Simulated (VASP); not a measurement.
Output of a VASP run:

**OSZICAR**
```
       N       E                     dE             d eps       ncg     rms          rms(c)
DAV:   1     0.590410811821E+01    0.59041E+01   -0.37633E+03   568   0.805E+02
DAV:   2    -0.134414530593E+02   -0.19346E+02   -0.18557E+02   856   0.101E+02
DAV:   3    -0.136339248204E+02   -0.19247E+00   -0.19247E+00   688   0.134E+01
DAV:   4    -0.136344363880E+02   -0.51157E-03   -0.51157E-03   848   0.700E-01
DAV:   5    -0.136344365035E+02   -0.11543E-06   -0.11543E-06   688   0.108E-02    0.720E+00
DAV:   6    -0.130275257512E+02    0.60691E+00   -0.16346E+00   600   0.697E+00    0.393E+00
DAV:   7    -0.129371723359E+02    0.90353E-01   -0.25770E-01   848   0.308E+00    0.129E+00
DAV:   8    -0.129290599431E+02    0.81124E-02   -0.28351E-02   600   0.116E+00    0.217E-01
DAV:   9    -0.129293682739E+02   -0.30833E-03   -0.50042E-04   784   0.205E-01    0.122E-01
DAV:  10    -0.129295657348E+02   -0.19746E-03   -0.29254E-04   640   0.135E-01    0.270E-02
DAV:  11    -0.129295760633E+02   -0.10328E-04   -0.13278E-05   776   0.315E-02    0.317E-02
DAV:  12    -0.129295767882E+02   -0.72491E-06   -0.30927E-06   584   0.115E-02
   1 F= -.12929577E+02 E0= -.12929577E+02  d E =-.527864E-14
```

### OUTCAR
```
------------------------ aborting loop because EDIFF is reached ----------------------------------------
  FORCE on cell =-STRESS in cart. coord.  units (eV):
  Direction    XX          YY          ZZ          XY          YZ          ZX
  --------------------------------------------------------------------------------------
  Total        0.1046861      0.1046861      0.1046861      0.0000000      0.0000000     -0.0000000
  in kB        7.1695510      7.1695510      7.1695510      0.0000000      0.0000000     -0.0000000
  external PRESSURE =       7.1695510 kB  Pullay stress =       0.0000000 kB
  volume of cell :       23.39
      direct lattice vectors                 reciprocal lattice vectors
     0.000000000  2.270000000  2.270000000    -0.220264317  0.220264317  0.220264317
     2.270000000  0.000000000  2.270000000     0.220264317 -0.220264317  0.220264317
     2.270000000  2.270000000  0.000000000     0.220264317  0.220264317 -0.220264317
  FREE ENERGIE OF THE ION-ELECTRON SYSTEM (eV)
  ---------------------------------------------------
  free  energy   TOTEN  =       -12.9295767882 eV

  energy  without entropy=      -12.9295767882  energy(sigma->0) =      -12.92957679
```
(Selected blocks of OUTCAR.)

### POSCAR
```
BP
1
    0.0000000000     2.2700000000     2.2700000000
    2.2700000000     0.0000000000     2.2700000000
    2.2700000000     2.2700000000     0.0000000000
B P
1 1
Direct
  0.0000000000   0.0000000000   0.0000000000
  0.2500000000   0.2500000000   0.2500000000
```

Question: Write an INCAR and KPOINTS that could have produced this output.

Answer: Several could match; the one computed here: the input of the run itself, PBE GGA, plane waves, VASP's PBE PAW potentials (set 64).

### KPOINTS
```
Automatic mesh
0
Gamma
9 9 9
0 0 0
```

INCAR:
```
ALGO  =  Normal
EDIFF  =  1E-6
ENCUT  =  450
GGA  =  PE
ISIF  =  2
ISMEAR  =  0
LASPH  =  .TRUE.
LCHARG  =  .FALSE.
LREAL  =  .FALSE.
LWAVE  =  .FALSE.
NELM  =  100
PREC  =  Accurate
SIGMA  =  0.05
SYSTEM  =  BP
```

POTCAR, in this order: B P (PBE.64 set). Program: vasp_std.

At this cut-off the stress carries a Pulay error, which pulls relaxed volumes low.

The compound is BP in the zinc blende structure. The cell was not relaxed at this level. The run is one of a series of settings (ENCUT = 450 against the base run), some of them coarse on purpose.
